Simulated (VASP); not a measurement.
Crystal: Be3CdTe4.

```
Be Cd Te
1.0
     4.04037   -5.71240    0.00000
     4.04037    5.71240    0.00000
     0.00000    0.00000    4.04005
Be Cd Te
3 1 4
Direct
  0.00000 0.50000 0.50000
  0.50000 0.00000 0.50000
  0.50000 0.50000 0.00000
  0.00000 0.00000 0.00000
  0.24555 0.75445 0.00000
  0.75445 0.24555 0.00000
  0.75877 0.75877 0.50000
  0.24123 0.24123 0.50000
```

The cell was built by a generator and needn't be a form met in nature.

```yaml
Program: VASP 6.6.1
Task: relaxation of cell and atoms
Functional: PBE
Potentials_or_basis: VASP PAW PBE potentials, release 64 (Be, Cd, Te)
Cutoff: 520 eV
k_mesh: 2 × 2 × 4
Occupations: gaussian, width 0.15 eV
Spin: no spin polarisation
```

At the start: pressure -1.3 GPa; volume 23.31 Å³/atom.

Question: Where does the relaxation end?

Answer: Over 6 steps the energy falls by 141.6 meV/atom and the volume is 21.90 Å³/atom (-6.0 %); space group Cmmm (No. 65, to 0.05 Å).

Step by step:
| step | energy change (eV) | largest force (eV/Å) | pressure (GPa) | volume (Å³) |
| --- | --- | --- | --- | --- |
| 1 | 0.0000 | 2.2826 | -1.27 | 186.49 |
| 2 | -0.6942 | 1.3994 | -1.27 | 181.51 |
| 3 | -1.1109 | 0.2325 | 0.73 | 173.10 |
| 4 | -1.1217 | 0.2166 | 0.16 | 174.42 |
| 5 | -1.1223 | 0.1648 | 0.26 | 174.16 |
| 6 | -1.1325 | 0.0520 | -0.18 | 175.23 |

Final structure:
```
Be Cd Te
1.0
     3.97384   -5.45870    0.00000
     3.97384    5.45870    0.00000
     0.00000    0.00000    4.03902
Be Cd Te
3 1 4
Direct
  0.00000 0.50000 0.50000
  0.50000 0.00000 0.50000
  0.50000 0.50000 0.00000
  0.00000 0.00000 0.00000
  0.26380 0.73620 0.00000
  0.73620 0.26380 0.00000
  0.72436 0.72436 0.50000
  0.27564 0.27564 0.50000
```

Caveat: the k mesh is coarse (spacing up to 0.48 Å⁻¹), so the values aren't converged.
